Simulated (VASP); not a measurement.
Given:

```yaml
crystal:
  lattice:
    - [0.00000, 2.67231, 2.67231]
    - [2.67231, 0.00000, 2.67231]
    - [2.67231, 2.67231, 0.00000]
  atoms:
    - { symbol: Mg, position: [0.00000, 0.00000, 0.00000] }
    - { symbol: Se, position: [0.50000, 0.50000, 0.50000] }
```

The numbers are results of PBE GGA with D3 dispersion (zero damping), VASP's PBE PAW potentials (set 64) (plane waves; VASP), not measurements. Run with 520 eV cut-off, 8×8×8 Γ-centred mesh, Gaussian smearing of 0.050 eV, potentials Mg Se.

Q: Give the stress tensor in GPa (positive for a compressed cell).

A: 
```
4.69  0.00  0.00
0.00  4.69  0.00
0.00  0.00  4.69
```
The pressure is its mean diagonal, 4.69 GPa.

The compound is MgSe in the rock salt structure. This cell is one point of a volume scan, at 0.94 of the reference volume.
